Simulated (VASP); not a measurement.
All values below come from PBEsol GGA, VASP's PBE PAW potentials (set 64) (plane waves; VASP 6.6.1).

VASP ran on this input.

### POSCAR
```
VGe
1
   -1.6403828674     1.6403828674     5.5723803022
    1.6403828674    -1.6403828674     5.5723803022
    1.6403828674     1.6403828674    -5.5723803022
V Ge
2 2
Direct
  0.7493238975   0.7493238975   0.0000000000
  0.4993238975   0.9993238975   0.5000000000
  0.1666761025   0.1666761025   0.0000000000
  0.9166761025   0.4166761025   0.5000000000
```

KPOINTS:
```
Automatic mesh
0
Gamma
12 12 12
0 0 0
```

**INCAR**
```
SYSTEM = VGe
PREC = Accurate
ENCUT = 400
EDIFF = 1E-6
NELM = 100
ALGO = Normal
LREAL = .FALSE.
LASPH = .TRUE.
ISMEAR = 1
SIGMA = 0.1
GGA = PS
LMAXMIX = 4
ISPIN = 2
MAGMOM = 2.0 2.0 0.0 0.0
LORBIT = 10
LWAVE = .FALSE.
LCHARG = .FALSE.
IBRION = 2
ISIF = 3
NSW = 60
EDIFFG = -0.02
```

POTCAR, in this order: V_sv Ge_d (PBE.64 set). Program: vasp_std.

Output

**OSZICAR**
```
       N       E                     dE             d eps       ncg     rms          rms(c)
DAV:   1     0.531250781683E+03    0.53125E+03   -0.25552E+04 29454   0.348E+03
DAV:   2     0.376490209596E+02   -0.49360E+03   -0.48312E+03 22200   0.686E+02
DAV:   3    -0.300393976786E+02   -0.67688E+02   -0.66010E+02 23996   0.195E+02
DAV:   4    -0.333258485143E+02   -0.32865E+01   -0.32372E+01 26430   0.469E+01
DAV:   5    -0.333948925721E+02   -0.69044E-01   -0.68932E-01 26942   0.763E+00    0.305E+01
DAV:   6    -0.309125154459E+02    0.24824E+01   -0.62210E+01 25668   0.456E+01    0.127E+01
DAV:   7    -0.294120009409E+02    0.15005E+01   -0.18464E+01 25020   0.311E+01    0.725E+00
DAV:   8    -0.292878050236E+02    0.12420E+00   -0.11443E+00 23268   0.711E+00    0.183E+00
DAV:   9    -0.292878508153E+02   -0.45792E-04   -0.11688E-01 27036   0.187E+00    0.732E-01
DAV:  10    -0.292877714063E+02    0.79409E-04   -0.34645E-03 25712   0.459E-01    0.298E-01
DAV:  11    -0.292877098771E+02    0.61529E-04   -0.45039E-03 24638   0.454E-01    0.169E-01
DAV:  12    -0.292879965869E+02   -0.28671E-03   -0.76555E-04 27098   0.234E-01    0.939E-02
DAV:  13    -0.292881398840E+02   -0.14330E-03   -0.25599E-04 25872   0.871E-02    0.560E-02
DAV:  14    -0.292882489525E+02   -0.10907E-03   -0.26175E-04 25592   0.806E-02    0.306E-02
DAV:  15    -0.292882688471E+02   -0.19895E-04   -0.31203E-05 27342   0.374E-02    0.211E-02
DAV:  16    -0.292882866265E+02   -0.17779E-04   -0.66223E-05 22184   0.342E-02    0.967E-03
DAV:  17    -0.292882906115E+02   -0.39850E-05   -0.16581E-05 22348   0.201E-02    0.371E-03
DAV:  18    -0.292882913826E+02   -0.77108E-06   -0.14396E-06 13370   0.843E-03
   1 F= -.29288291E+02 E0= -.29288617E+02  d E =-.292883E+02  mag=     0.3120
       N       E                     dE             d eps       ncg     rms          rms(c)
DAV:   1    -0.293014104756E+02   -0.13120E-01   -0.22603E-01 27398   0.569E+00    0.108E+00
DAV:   2    -0.292939691633E+02    0.74413E-02   -0.11620E-01 24142   0.245E+00    0.637E-01
DAV:   3    -0.292890327543E+02    0.49364E-02   -0.24718E-02 24250   0.119E+00    0.182E-01
DAV:   4    -0.292883956813E+02    0.63707E-03   -0.28359E-03 25944   0.454E-01    0.628E-02
DAV:   5    -0.292883718705E+02    0.23811E-04   -0.11717E-04 28268   0.115E-01    0.538E-02
DAV:   6    -0.292883450404E+02    0.26830E-04   -0.84815E-05 24692   0.113E-01    0.130E-02
DAV:   7    -0.292883454375E+02   -0.39717E-06   -0.24961E-06 16850   0.152E-02
   2 F= -.29288345E+02 E0= -.29288655E+02  d E =-.540550E-04  mag=     0.2928
```

File OUTCAR:
```
------------------------ aborting loop because EDIFF is reached ----------------------------------------
  FORCE on cell =-STRESS in cart. coord.  units (eV):
  Direction    XX          YY          ZZ          XY          YZ          ZX
  --------------------------------------------------------------------------------------
  Total        0.0793537      0.0793537      0.0184628      0.0000000      0.0000000      0.0000000
  in kB        2.1277595      2.1277595      0.4950545      0.0000000      0.0000000      0.0000000
  external PRESSURE =       1.5835245 kB  Pullay stress =       0.0000000 kB
  volume of cell :       59.75
      direct lattice vectors                 reciprocal lattice vectors
    -1.638621036  1.638621036  5.563371488     0.000000000  0.305134616  0.089873560
     1.638621036 -1.638621036  5.563371488     0.305134616  0.000000000  0.089873560
     1.638621036  1.638621036 -5.563371488     0.305134616  0.305134616  0.000000000
 POSITION                                       TOTAL-FORCE (eV/Angst)
 -----------------------------------------------------------------------------------
      0.00000      0.00000      8.33692         0.000000     -0.000000     -0.009908
      1.63862     -0.00000      5.55524        -0.000000      0.000000     -0.009908
      1.63862      1.63862     -3.70820        -0.000000      0.000000      0.009908
     -0.00000      1.63862      4.63686         0.000000     -0.000000      0.009908
 -----------------------------------------------------------------------------------
    total drift:                               -0.000001     -0.000001      0.000976
  FREE ENERGIE OF THE ION-ELECTRON SYSTEM (eV)
  ---------------------------------------------------
  free  energy   TOTEN  =       -29.2883454375 eV

  energy  without entropy=      -29.2892755285  energy(sigma->0) =      -29.28865547

 total charge

# of ion       s       p       d       tot
------------------------------------------
    1        2.244   6.204   3.131  11.580
    2        2.244   6.204   3.131  11.580
    3        1.158   1.348  10.062  12.568
    4        1.158   1.348  10.062  12.568
--------------------------------------------------
tot          6.805  15.105  26.386  48.295

 magnetization (x)

# of ion       s       p       d       tot
------------------------------------------
    1        0.001   0.005   0.108   0.113
    2        0.001   0.005   0.108   0.113
    3       -0.002  -0.004   0.003  -0.002
    4       -0.002  -0.004   0.003  -0.002
--------------------------------------------------
tot         -0.002   0.002   0.221   0.222

 reached required accuracy - stopping structural energy minimisation
```
(Selected blocks of OUTCAR.)

### CONTCAR
```
VGe
   1.00000000000000
    -1.6386210364111142    1.6386210364111142    5.5633714876184328
     1.6386210364111142   -1.6386210364111142    5.5633714876184328
     1.6386210364111142    1.6386210364111142   -5.5633714876184328
  V               Ge
     2     2
Direct
     0.7492690252973701    0.7492690252973701    0.0000000000000000
     0.4992690252973701    0.9992690252973701    0.5000000000000000
     0.1667309747026268    0.1667309747026268    1.0000000000000000
     0.9167309747026268    0.4167309747026268    0.5000000000000000
```

OUTCAR:
```
 val. band max:        8.1837914658   @ k =   0.3333   0.2500   0.0833

 cond. band min:       8.1854969016   @ k =   0.2500   0.2500   0.0833


 Fermi energy:         8.1844418966

 spin component 1

 k-point     1 :       0.0000    0.0000    0.0000
  band No.  band energies     occupation
      1     -55.4168      1.00000
      2     -55.4040      1.00000
      3     -29.5095      1.00000
      4     -29.3889      1.00000
      5     -29.3583      1.00000
      6     -29.3583      1.00000
      7     -29.3380      1.00000
      8     -29.3380      1.00000
      9     -15.3050      1.00000
     10     -15.3049      1.00000
     11     -15.2966      1.00000
     12     -15.2956      1.00000
     13     -15.2956      1.00000
     14     -15.2917      1.00000
     15     -15.2882      1.00000
     16     -15.2763      1.00000
     17     -15.2587      1.00000
     18     -15.2587      1.00000
     19      -3.1797      1.00000
     20       0.1315      1.00000
     21       3.1425      1.00000
     22       6.9056      1.00000
     23       7.2032      1.00000
     24       7.6031      1.00000
     25       7.7871      1.00000
     26       7.7871      1.00000
     27       8.2402      0.09992
     28       8.2402      0.09992
     29       9.1606     -0.00000
     30       9.4113     -0.00000
     31      10.4552      0.00000
     32      12.6152      0.00000
     33      12.6152      0.00000
     34      13.0292      0.00000

 k-point     2 :       0.0833    0.0000    0.0000
  band No.  band energies     occupation
      1     -55.4163      1.00000
      2     -55.4040      1.00000
      3     -29.5076      1.00000
      4     -29.3907      1.00000
      5     -29.3628      1.00000
      6     -29.3582      1.00000
      7     -29.3436      1.00000
      8     -29.3376      1.00000
      9     -15.3040      1.00000
     10     -15.3026      1.00000
     11     -15.2983      1.00000
     12     -15.2978      1.00000
...
```

The structure was generated: VGe was put into the NbAs type (I4_1md), which need not be its known phase. This run relaxes it. Symmetry was kept, so distortions that lower it aren't found. The start is the result of an earlier pass.
